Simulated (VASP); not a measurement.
# A slab model of Pt(110), part 2 of 2

Wanted: what it costs to take an electron out of Pt(110), held as cut.

VASP 6.6.1; LDA; plane waves and PAW (Pt).

So far: The structure; Vacuum level and density of states.

**2. Vacuum level and density of states (continued)**

The density of states has structure finer than the step of the table below, so its rows give means over 0.5 eV, whole bins alone (the curve runs from -10.8 to 7.94 eV). Peaks (eV: height): total -4.13: 12.1, -3.36: 14.1, -1.89: 11.4, -0.11: 14.0; Pt s -6.76: 1.41, 3.84: 0.444, 5.93: 0.852, 7.63: 0.705; Pt p -4.21: 0.828, -3.36: 0.883, 3.84: 0.858, 7.63: 0.856; Pt d -3.36: 11.9, -1.89: 10.0, -0.11: 12.9.

Means over bins of 0.077 eV. Table of density of states by energy, zero at the Fermi level; means over each step; values in states/eV/cell:

```csv
energy (eV),total,Pt s,Pt p,Pt d
-10.5,6.0e-4,4.4e-4,0,0
-10.0,0.0524,0.0407,0.00137,8.2e-5
-9.5,0.306,0.234,0.0123,0.00221
-9.0,0.373,0.272,0.0243,0.00666
-8.5,0.547,0.376,0.0466,0.0228
-8.0,0.948,0.602,0.0936,0.0801
-7.5,1.29,0.674,0.131,0.278
-7.0,3.28,1.12,0.228,1.52
-6.5,5.77,1.25,0.343,3.53
-6.0,7.92,1.01,0.419,5.73
-5.5,7.80,0.704,0.460,5.90
-5.0,7.02,0.392,0.487,5.50
-4.5,9.26,0.332,0.620,7.44
-4.0,11.3,0.353,0.733,9.23
-3.5,12.9,0.310,0.798,10.9
-3.0,11.4,0.258,0.775,9.57
-2.5,9.18,0.177,0.554,7.74
-2.0,10.8,0.172,0.441,9.41
-1.5,10.2,0.139,0.390,9.00
-1.0,10.4,0.143,0.355,9.13
-0.5,12.2,0.168,0.318,11.0
0.0,12.5,0.195,0.266,11.5
0.5,4.93,0.250,0.293,3.98
1.0,1.96,0.224,0.302,1.16
1.5,2.04,0.270,0.378,1.10
2.0,2.42,0.342,0.539,1.04
2.5,2.37,0.359,0.581,0.932
3.0,2.15,0.328,0.587,0.768
3.5,2.24,0.362,0.656,0.741
4.0,2.46,0.382,0.723,0.754
4.5,1.72,0.322,0.486,0.482
5.0,1.79,0.301,0.543,0.464
5.5,2.51,0.500,0.559,0.516
6.0,3.81,0.797,0.655,0.660
6.5,3.53,0.606,0.549,0.550
7.0,3.60,0.558,0.569,0.508
7.5,4.76,0.683,0.837,0.642
```

The planar average of the electrostatic potential oscillates, so the rows of the table below give means over windows of 1.41 Å about each position, cut where the curve ends. Its maxima inside the range that stand out by 2 % of the span (Å: eV): 9.6: -9.34, 11.0: -9.95, 12.5: -9.97, 13.9: -9.97, 15.3: -9.95, 16.7: -9.34. Its minima: 9.0: -11.5, 10.5: -12.4, 11.7: -12.6, 13.2: -12.7, 14.6: -12.6, 15.9: -12.4, 17.3: -11.5.

Zero at the Fermi level. The planar average of the electrostatic potential by height; means over each step:

```csv
height (Å),planar average of the electrostatic potential (eV)
0.70,5.63
2.11,5.63
3.52,5.62
4.93,5.62
6.34,5.58
7.75,2.90
9.16,-9.74
10.57,-11.0
11.98,-11.2
13.39,-11.2
14.80,-11.2
16.21,-10.8
17.62,-6.75
19.03,4.98
20.44,5.61
21.85,5.62
23.26,5.63
24.67,5.63
26.08,5.63
```

Density of states in the PAW spheres, an atom over height of the layer and energy from the Fermi level.

Ten even steps from '_' (0.05 states/eV) to '@' (2.26 states/eV), each cell a mean:
```
--------------
%%####**####%%
@@##++**++##@@
@@++==**==++@@
%%==========%%
%%++++++++++%%
%%++++++++++%%
##==========##
**++++==++++**
##############
**####%%####**
++##******##++
++##******##++
::++======++::
::++======++::
::++++==++++::
::==**++**==::
..--++++++--..
__::======::__
__..::::::..__
______________
______________
```
Columns: height of the layer (Å) from 9 to 17.3; rows upwards: energy from the Fermi level (eV) from -7.9 to 0.5.

Force by atom:

```csv
atom,x (eV/Å),y (eV/Å),z (eV/Å),size
Pt1,0.00,0.00,1.32,1.32
Pt2,0.00,0.00,-0.96,0.96
Pt3,0.00,0.00,-0.02,0.02
Pt4,0.00,0.00,0.00,0.00
Pt5,0.00,0.00,0.02,0.02
Pt6,0.00,0.00,0.96,0.96
Pt7,0.00,0.00,-1.32,1.32
```

Electrostatic potential energy in the ca plane at fractional y = 0.000, with atoms of Pt within 0.2 Å of it. With pseudopotentials it is smooth inside the atoms' cores, unlike the true potential.

Values in eV, 6 rows by 16 columns, each cell a mean:
```
  6   2 -42 -35  -5 -51 -24 -14 -54 -13 -24 -50  -3   6   6   6
  6   5  -5  -3   2  -8  -1   0  -9   1  -1  -7   4   6   6   6
  6   6   5   3   1   3   2   1   4   1   2   5   6   6   6   6
  6   6   4   3   1   3   2   1   3   1   2   4   6   6   6   6
  6   4 -15 -11   1 -20  -6  -2 -22  -2  -6 -19   3   6   6   6
  6   1 -49 -41  -7 -58 -29 -18 -60 -16 -29 -56  -5   6   6   6
```
Columns run along c (16.0 Å, from fractional 0.24 to 0.85 of the cell; values clipped at the 3rd and 97th percentile), rows up along a (3.9 Å). Atoms in or near the plane, at fractional coordinates: Pt at (0.34, 0.00), Pt at (0.45, 0.00), Pt at (0.55, 0.00), Pt at (0.66, 0.00).

Valence density in the ca plane at fractional y = 0.000, with atoms of Pt within 0.2 Å of it. It is the smooth field of the valence electrons, not physical close to the nuclei.

Ten even steps from '0' (0.0 e/Å³) to '9' (3.4 e/Å³), each cell a mean:
```
00000258852113687411147863112588520000000000
00000124431001344210124431001344210000000000
00000001110000111100011110000111000000000000
00000000000000000000000000000000000000000000
00000000000100000001000000010000000000000000
00000000000000000000000000000000000000000000
00000000000000000000000000000000000000000000
00000012221001232100012321001122100000000000
00000146642012465310135652102466410000000000
00000269963113798421148973112699620000000000
```
Columns run along c (16.0 Å, from fractional 0.24 to 0.85 of the cell), rows up along a (3.9 Å). Atoms in or near the plane, at fractional coordinates: Pt at (0.34, 0.00), Pt at (0.45, 0.00), Pt at (0.55, 0.00), Pt at (0.66, 0.00).

ELF in the ca plane at fractional y = 0.000, with atoms of Pt within 0.2 Å of it. It is the smooth field of the valence electrons, not physical close to the nuclei.

Values, 6 rows by 16 columns, each cell a mean:
```
0.09 0.17 0.18 0.19 0.28 0.12 0.22 0.28 0.09 0.24 0.26 0.10 0.24 0.09 0.02 0.00
0.02 0.12 0.27 0.29 0.25 0.29 0.27 0.26 0.30 0.26 0.27 0.29 0.18 0.04 0.01 0.00
0.01 0.04 0.12 0.22 0.27 0.17 0.22 0.26 0.16 0.25 0.25 0.15 0.06 0.01 0.01 0.00
0.01 0.06 0.16 0.23 0.26 0.20 0.23 0.26 0.19 0.25 0.25 0.19 0.09 0.02 0.06 0.02
0.06 0.14 0.28 0.30 0.25 0.30 0.28 0.27 0.30 0.26 0.28 0.28 0.21 0.07 0.03 0.00
0.05 0.18 0.12 0.13 0.30 0.07 0.19 0.29 0.03 0.23 0.24 0.03 0.24 0.09 0.00 0.00
```
Columns run along c (16.0 Å, from fractional 0.24 to 0.85 of the cell), rows up along a (3.9 Å). Atoms in or near the plane, at fractional coordinates: Pt at (0.34, 0.00), Pt at (0.45, 0.00), Pt at (0.55, 0.00), Pt at (0.66, 0.00).

Only the dipole across the slab is computed (IDIPOL = 3); zeros along the plane are no results.

The map of layer states is cut here 0.5 eV above the Fermi level, so it leaves out the states above that.

The vacuum level lies 5.62 eV above the Fermi level at the upper face; both faces agree, as the slab has next to no dipole.

The program found no field-free point at its default tolerance, but its printed level agrees with the flat part of the planar average.

On this mesh the fine structure of the density of states is sampling noise, and high empty states may be cut by the number of bands.

**3. Putting the energies together**

This step: slab, LDA; plane waves and PAW (VASP 6.6.1).

This step runs nothing: it gathers the runs above.

**4. What came out**

```yaml
work_function_of_the_slab: 5.62 eV
```

**Reading.** The work function is 5.62 eV at both faces. Spin-orbit coupling is left out, which matters for the heavy elements here. No atom was relaxed. The cell in the plane was kept as given and was not relaxed here.

[Lines on the potential files, build, host, timing and source positions are cut from VASP's logs without a mark.]

[Logs are printed without paths, hosts, clocks, repeated set-up lines and the standing remarks that a program may print on its own settings, such as how far it seeks lower states.]

[Hosts, paths, dates, database ids (printed as entryN), source tags and the programs' standing remarks are cut or masked in the printed files.]

[In band tables of VASP the shares of atoms and orbitals are scaled to a sum of 1 inside the atoms' spheres.]

[Runs that stopped without an error message from VASP are left out.]
